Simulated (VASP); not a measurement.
Data:

```
CELL_PARAMETERS angstrom
      4.33620     0.00000     0.00000
      0.00000     4.33620     0.00000
      0.00000     0.00000     2.82838
ATOMIC_POSITIONS crystal
  Mn 0.00000 0.00000 0.00000
  Mn 0.50000 0.50000 0.50000
  O  0.30500 0.30500 0.00000
  O  0.80500 0.19500 0.50000
  O  0.19500 0.80500 0.50000
  O  0.69500 0.69500 0.00000
```
Starting moments (μB, in the order of the record's atoms Mn Mn O O O O): 3.0 -3.0 0.0 0.0 0.0 0.0.

The numbers are results of PBE GGA, VASP's PBE PAW potentials (set 64) (plane waves; VASP), not measurements. Settings: 400 eV cut-off, 3×3×5 Γ-centred mesh, Fermi-Dirac smearing of 0.020 eV, potentials Mn_pv O.

At this cut-off the stress carries a Pulay error, which pulls relaxed volumes low. Energy and stress use the plane-wave basis of the starting cell.

The ions, cell shape and volume are relaxed. Which structure does the run end with?

```
CELL_PARAMETERS angstrom
      4.37227     0.00000     0.00000
      0.00000     4.37227     0.00000
      0.00000     0.00000     2.84169
ATOMIC_POSITIONS crystal
  Mn 0.00000 0.00000 0.00000
  Mn 0.50000 0.50000 0.50000
  O  0.30323 0.30323 0.00000
  O  0.80323 0.19677 0.50000
  O  0.19677 0.80323 0.50000
  O  0.69677 0.69677 0.00000
```
Space group P4_2/mnm (136), at a tolerance of 0.03 Å. The cell ends with 0.00 μB, on the sites 2.44 -2.44 -0.04 0.04 0.04 -0.04 μB.

How do energy and volume change from the first to the last step?

The energy (σ→0) changes by -5.9 meV/atom and the volume by +2.1 %, in 6 ionic steps.

The structure is a typed MnO2 crystal (P4_2/mnm). This run relaxes it. Symmetry was kept, so distortions that lower it aren't found. The k-mesh is coarse (spacing up to 0.48 per Å, 2π included), so the numbers may not be converged in it. The run is one of a series of settings (EDIFFG = -0.01, IBRION = 2, ISIF = 3, NSW = 50 against the base run), some of them coarse on purpose.
